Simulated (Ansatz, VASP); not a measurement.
# SnH2: VASP beside Ansatz, part 2 of 2

Aim: how closely do two programs agree when they are given the same cell, functional and k mesh? The cell is generated by rule, not measured, and may not be a known phase. Of the first pair: The two relaxations start from unlike cells of this crystal (the structure described is Ansatz's start), so only their ends are compared.

VASP 6.6.1 and Ansatz 0.2.0.

So far: Set-up; VASP: relaxation of cell and atoms, LDA, pair 1; Ansatz: relaxation of cell and atoms, LDA, pair 1; Side by side.

## Step 5: VASP: relaxation of cell and atoms, LDA, pair 2

Level of this step: LDA; plane waves and PAW (Sn_d, H); invented cell (VASP).

The relaxed volume is the usual yardstick between codes: in a stiff, nearly cubic crystal its relative difference is about their pressure difference at one cell divided by the bulk modulus. Its start cell is another than that of the pair before, and may be another structure of the material.

INCAR reads:

```
SYSTEM = SnH2
PREC = Accurate
ENCUT = 500
EDIFF = 1E-07
NELM = 120
ISMEAR = 0
SIGMA = 0.1
LREAL = .FALSE.
ALGO = Normal
GGA = CA
NBANDS = 14
LORBIT = 11
LWAVE = .FALSE.
LCHARG = .FALSE.
ISIF = 3
IBRION = 2
NSW = 80
EDIFFG = -0.005
LASPH = .TRUE.
GGA_COMPAT = .FALSE.
NELMIN = 4
KPAR = 2
```

POSCAR reads:

```
SnH2
1.0
    3.5983130000      0.0000000000      0.0000000000
   -1.7991560000      3.1162300000      0.0000000000
    0.0000000000      0.0000000000      3.0444590000
Sn H
1 2
Direct
    0.0000000000      0.0000000000      0.0000000000
    0.3333332942      0.6666667736      0.2140574072
    0.6666664279      0.3333332264      0.7859425928
```

KPOINTS reads:

```
Automatic mesh
0
Gamma
12 12 10
0 0 0
```

PAW data sets: Sn_d and H (LDA family, release 64).

On the command line:

```sh
$ mpirun -np 2 vasp_std
```

Numbers of over 12 decimals in the logs are rounded to 6 here.

Log:

```text
[... set-up lines as in an earlier step ...]
 entering main loop
       N       E                     dE             d eps       ncg     rms          rms(c)
DAV:   1     0.872739078072E+02    0.87274E+02   -0.77181E+03  4682   0.155E+03
DAV:   2    -0.371934813601E+01   -0.90993E+02   -0.87024E+02  4866   0.349E+02
DAV:   3    -0.104708188173E+02   -0.67515E+01   -0.67228E+01  5586   0.786E+01
DAV:   4    -0.106199368828E+02   -0.14912E+00   -0.14909E+00  5358   0.127E+01
[...]
DAV:  11    -0.102477280088E+02   -0.18477E-05   -0.42532E-06  5756   0.211E-02    0.478E-03
DAV:  12    -0.102477273497E+02    0.65902E-06   -0.86163E-07  5796   0.807E-03    0.445E-04
DAV:  13    -0.102477273593E+02   -0.95604E-08   -0.12117E-07  4378   0.232E-03
   1 F= -.10247727E+02 E0= -.10247215E+02  d E =-.102477E+02
[... from here on, the cycles between the ionic steps are left out ...]
   2 F= -.10250047E+02 E0= -.10249599E+02  d E =-.231929E-02
   3 F= -.10251455E+02 E0= -.10251051E+02  d E =-.372788E-02
   4 F= -.10252098E+02 E0= -.10251696E+02  d E =-.642968E-03
   5 F= -.10252103E+02 E0= -.10251700E+02  d E =-.648069E-03
   6 F= -.10252106E+02 E0= -.10251703E+02  d E =-.650745E-03
   7 F= -.10252158E+02 E0= -.10251750E+02  d E =-.525028E-04
   8 F= -.10252213E+02 E0= -.10251791E+02  d E =-.106903E-03
   9 F= -.10252246E+02 E0= -.10251817E+02  d E =-.334177E-04
  10 F= -.10252250E+02 E0= -.10251818E+02  d E =-.373834E-04
  11 F= -.10252265E+02 E0= -.10251829E+02  d E =-.147634E-04
 trial-energy change:   -0.000015  1 .order   -0.000015   -0.000019   -0.000011
 step:   3.5524(harm=  3.5524)  dis= 0.00148  next Energy=   -10.252272 (dE=-0.215E-04)
 reached required accuracy - stopping structural energy minimisation
```

From OUTCAR (step 5):

```text
  Total       -0.0015994     -0.0015994      0.0123070     -0.0000000      0.0000000      0.0000000
  in kB       -0.0746439     -0.0746439      0.5743646     -0.0000000      0.0000000      0.0000000
  external PRESSURE =       0.1416923 kB  Pullay stress =       0.0000000 kB

 POSITION                                       TOTAL-FORCE (eV/Angst)
 -----------------------------------------------------------------------------------
      1.78712      3.09538      3.10298         0.000000      0.000000      0.000000
     -0.00000      2.06359      0.67489        -0.000000      0.000000      0.002464
      1.78712      1.03179      2.42810         0.000000     -0.000000     -0.002464
 -----------------------------------------------------------------------------------
    total drift:                                0.000011     -0.000000      0.000000

  FREE ENERGIE OF THE ION-ELECTRON SYSTEM (eV)
  ---------------------------------------------------
  free  energy   TOTEN  =       -10.2522650357 eV

  energy  without entropy=      -10.2513934322  energy(sigma->0) =      -10.25182923

[... 1 part as in an earlier step ...]

[... 3 further parts left out ...]
[key lines of the parts left out:]
E-fermi :   6.2375
```

## Step 6: Ansatz: relaxation of cell and atoms, LDA, pair 2

The same cell, functional (in two slightly different forms), mesh and smearing now go to Ansatz, which takes its cutoff from its data sets.

The cell is taken from a series of runs on this material, whose earlier steps may have relaxed, scaled, displaced or heated it; both programs get it as it stands.

input.yaml reads:

```yaml
crystal:
  lattice:
    - [3.5983128862, 0.0, 0.0]
    - [-1.7991564431, 3.1162303702, 0.0]
    - [0.0, 0.0, 3.044458838]
  atoms:
    - { symbol: Sn, position: [0.0, 0.0, 0.0] }
    - { symbol: H, position: [0.3333333333, 0.6666666667, 0.2140574991] }
    - { symbol: H, position: [0.6666666667, 0.3333333333, 0.7859425009] }
kpoints:
  mp_grid: { grid: [12, 12, 10] }
hamiltonian:
  xc: lda
  pseudopotentials: { kind: nc, accuracy: standard }
scf:
  occupations: { method: gaussian, width: 0.1 }
output:
  forces: true
  stress: true
  eigenvalues: true
relax:
  adjacent_minimum: "off"
  f_tol: 0.003
  max_steps: 80
  cell: { stress_tol: 0.03 }
```

On the command line:

```sh
$ ansatz run input.yaml --threads 4 --pin off --max-ram 8192MiB --backend cpu --events-out ev --progress --plain --runs-dir out
```

Log:

```text
[...]
Crystal: 3 atoms, lattice volume = 34.138 Å³
Basis set: ecut = 1006.821291 eV, 2451 PW (Γ)
Bands: 12, of which v1, the nominal top of the filled ones, is band 8 counted from 1 (7 counted from 0)
Symmetry: 12 space group operations
[...]
k-points: 162 of 1440
[...]
--- Relaxed structure (5 steps of the walk, 5 accepted, 1 SCFs on fresh bases) ---
[...]
cell:  # Å, volume = 34.4453 Å³
    - [3.574054, 0, 4.261729930021984e-18]
    - [-1.787027, 3.095221, -2.8548177327729794e-19]
    - [3.6057624117161775e-18, 1.8028812058580256e-18, 3.113701]
  atoms:
    - { symbol: Sn, position: [0, 0, 0] }
    - { symbol: H, position: [0.333333, 0.666667, 0.217907] }
    - { symbol: H, position: [0.666667, 0.333333, 0.782093] }
[key lines of the parts left out:]
SCF converged after 4 iterations
Free energy (F): -2168.253352 eV
Fermi energy:    8.690445 eV
P = ⅓ Tr σ = -0.0051 GPa (-0.051 kbar)
```

## Step 7: Comparison

The two programs side by side:

| quantity | Ansatz | VASP | difference |
| --- | --- | --- | --- |
| volume (Å³) | 34.45 | 34.33 | +0.34 % |
| edge a after relaxation, in the typed setting (Å) | 3.574 | 3.574 | +0.00 % |
| edge c after relaxation, in the typed setting (Å) | 3.114 | 3.103 | +0.34 % |

## Step 8: VASP: zone-centre phonons, LDA

Second derivatives magnify differences that forces hide, and they need a tight electronic threshold.

INCAR reads:

```
SYSTEM = SnH2
PREC = Accurate
ENCUT = 500
EDIFF = 1E-08
NELM = 120
ISMEAR = 0
SIGMA = 0.27211
LREAL = .FALSE.
ALGO = Normal
GGA = CA
NBANDS = 14
LORBIT = 11
LWAVE = .FALSE.
LCHARG = .FALSE.
ISIF = 2
IBRION = 8
LASPH = .TRUE.
GGA_COMPAT = .FALSE.
KPAR = 2
```

POSCAR reads:

```
SnH2
1.0
    3.5573196555      0.0000000000      0.0000000000
   -1.7786598277      3.0807291910      0.0000000000
    0.0000000000      0.0000000000      3.1336174665
Sn H
1 2
Direct
    0.0000000000      0.0000000000      0.0000000000
    0.3333333333      0.6666666667      0.2193723933
    0.6666666667      0.3333333333      0.7806276067
```

KPOINTS reads:

```
Automatic mesh
0
Gamma
9 9 8
0 0 0
```

On the command line:

```sh
$ mpirun -np 2 vasp_std
```

Log:

```text
[... set-up lines as in an earlier step ...]
 entering main loop
       N       E                     dE             d eps       ncg     rms          rms(c)
DAV:   1     0.877314858720E+02    0.87731E+02   -0.78132E+03  2314   0.157E+03
DAV:   2    -0.386417494594E+01   -0.91596E+02   -0.87809E+02  2478   0.349E+02
DAV:   3    -0.104649788997E+02   -0.66008E+01   -0.65470E+01  2778   0.786E+01
DAV:   4    -0.106121791262E+02   -0.14720E+00   -0.14716E+00  2754   0.125E+01
[...]
DAV:  12    -0.102448698612E+02    0.78334E-06   -0.11484E-06  2750   0.831E-03    0.514E-04
DAV:  13    -0.102448698720E+02   -0.10811E-07   -0.19985E-07  2682   0.289E-03    0.150E-04
DAV:  14    -0.102448698731E+02   -0.11130E-08   -0.36288E-09  1710   0.578E-04
   1 F= -.10244870E+02 E0= -.10235952E+02  d E =-.178358E-01
 Linear response reoptimize wavefunctions to high precision
DAV:   1    -0.102448698731E+02    0.16371E-10   -0.61556E-10  1930   0.259E-04
 Linear response DOF=           4
 Linear response progress:
  Degree of freedom:   1/  4
[...]
RMM:   6    -0.156166747741E-01    0.19813E-05    0.82375E-08 17669   0.205E-03    0.694E-04
RMM:   7    -0.156175054646E-01   -0.83069E-06    0.32198E-07 17728   0.584E-04    0.630E-05
RMM:   8    -0.156175019197E-01    0.35449E-08   -0.20426E-08 18528   0.157E-04    0.435E-05
 first order change of Fermi-energy  -0.53712E-05
 force on displaced ion       2 direction 1 :  -1.135   0.000  -0.000
 Linear response progress:
  Degree of freedom:   4/  4
       N       E                     dE             d eps       ncg     rms          rms(c)
RMM:   1    -0.145660278270E-01   -0.14566E-01   -0.68004E-03  3930   0.572E-01
RMM:   2    -0.142156976255E-01    0.35033E-03   -0.25383E-04  3797   0.107E-01    0.606E-02
RMM:   3    -0.144786138173E-01   -0.26292E-03   -0.22801E-05  4200   0.316E-02    0.353E-02
RMM:   4    -0.149662095229E-01   -0.48760E-03   -0.26663E-05  4077   0.270E-02    0.235E-03
[...]
RMM:   8    -0.149878317814E-01   -0.27891E-07    0.60603E-09  4481   0.141E-04    0.257E-05
RMM:   9    -0.149878430322E-01   -0.11251E-07    0.97814E-09  4514   0.441E-05    0.331E-06
RMM:  10    -0.149878341360E-01    0.88963E-08    0.15473E-09  4679   0.164E-05    0.155E-06
 first order change of Fermi-energy   0.35387E-01
 force on displaced ion       2 direction 3 :   0.000  -0.000  -1.544
 Linear response finished
```

From OUTCAR (step 8):

```text
  Total        0.0633361      0.0633361      0.0121132      0.0000000      0.0000000      0.0000000
  in kB        2.9548786      2.9548786      0.5651275      0.0000000      0.0000000      0.0000000
  external PRESSURE =       2.1582949 kB  Pullay stress =       0.0000000 kB

 POSITION                                       TOTAL-FORCE (eV/Angst)
 -----------------------------------------------------------------------------------
      0.00000      0.00000      0.00000        -0.000000      0.000000      0.000000
     -0.00000      2.05382      0.68743         0.000000     -0.000000      0.010485
      1.77866      1.02691      2.44619        -0.000000      0.000000     -0.010485
 -----------------------------------------------------------------------------------
    total drift:                                0.000000      0.000000      0.000000

[... 2 further parts left out ...]
```

## Step 9: Ansatz: zone-centre phonons, LDA

The same cell, functional (in two slightly different forms), mesh and smearing now go to Ansatz, which takes its cutoff from its data sets.

The cell is taken from a series of runs on this material, whose earlier steps may have relaxed, scaled, displaced or heated it; both programs get it as it stands.

input.yaml reads:

```yaml
crystal:
  lattice:
    - [3.5573196555, 0.0, 0.0]
    - [-1.7786598277, 3.080729191, 0.0]
    - [0.0, 0.0, 3.1336174665]
  atoms:
    - { symbol: Sn, position: [0.0, 0.0, 0.0] }
    - { symbol: H, position: [0.3333333333, 0.6666666667, 0.2193723933] }
    - { symbol: H, position: [0.6666666667, 0.3333333333, 0.7806276067] }
kpoints:
  mp_grid: { grid: [9, 9, 8] }
hamiltonian:
  xc: lda
  pseudopotentials: { kind: nc, accuracy: standard }
scf:
  occupations: { method: gaussian, width: 0.27211 }
output:
  eigenvalues: true
phonons:
  method: dfpt
```

On the command line:

```sh
$ ansatz run input.yaml --threads 4 --pin off --max-ram 8192MiB --backend cpu --events-out ev --progress --plain --runs-dir out
```

Log:

```text
[...]
Crystal: 3 atoms, lattice volume = 34.342 Å³
Basis set: ecut = 1006.821291 eV, 2495 PW (Γ), exchange–correlation on 80×80×72 points (8 copies of the dense FFT grid, shifted against one another)
Bands: 12, of which v1, the nominal top of the filled ones, is band 8 counted from 1 (7 counted from 0)
Symmetry: 12 space group operations
k-points: 185 of 648 (irreducible under 2 space group operations, time reversal used)
[...]
ASR residual: 5.240e-5 → 0.000e0 eV/Å²; symmetrization residual: 2.721e-6 eV/Å²
  ASR residual per site (eV/Å²): 5.24e-5 4.39e-6 4.39e-6
  Γ frequencies (cm⁻¹): -245.80 -245.80 0.00 0.00 0.00 460.30 790.95 820.25 820.25
  non-analytic LO–TO correction: not included (Born effective charges unavailable; polar crystals: no LO–TO splitting at Γ)
[key lines of the parts left out:]
SCF converged after 9 iterations
Free energy (F): -2168.246017 eV
Fermi energy:    8.582067 eV
```

## Step 10: Differences

Both answers:

| quantity | Ansatz | VASP | difference |
| --- | --- | --- | --- |
| optical mode 1 to 2 (imaginary, printed as negative) (cm⁻¹) | -245.8 | -248.9 | +3.1 |
| optical mode 3 (cm⁻¹) | 460.3 | 461.2 | -0.19 % |
| optical mode 4 (cm⁻¹) | 791.0 | 793.9 | -0.37 % |
| optical mode 5 to 6 (cm⁻¹) | 820.2 | 823.4 | -0.38 % |

Modes are paired by rising frequency, not by their patterns, so a pair may set unlike modes beside each other; they are those without the splitting of longitudinal modes.

## Step 11: What came out

```
difference in edge c after relaxation, in the typed setting (relaxation of cell and atoms, LDA, pair 1)           : 0.31 %
difference in edge c after relaxation, in the typed setting (relaxation of cell and atoms, LDA, pair 2)           : 0.34 %
r.m.s. difference of the optical zone-centre modes, each program's sorted by frequency (zone-centre phonons, LDA) : 2.8 cm⁻¹
```

**Reading.** The difference in edge c after relaxation, in the typed setting is 0.34 % (relaxation of cell and atoms, LDA, pair 2), within the 1.2 % picked in this series as the mark of a large difference, as far as the stopping tolerances let one tell. Such differences can come from data sets, numerical settings and the points named under the comparisons, not from the functional's error against experiment.

[Lines on the potential files, build, host, timing and source positions are cut from VASP's logs without a mark.]

[Logs are printed without paths, hosts, clocks, repeated set-up lines and the standing remarks that a program may print on its own settings, such as how far it seeks lower states.]

[Hosts, paths, dates, database ids (printed as entryN), source tags and the programs' standing remarks are cut or masked in the printed files.]
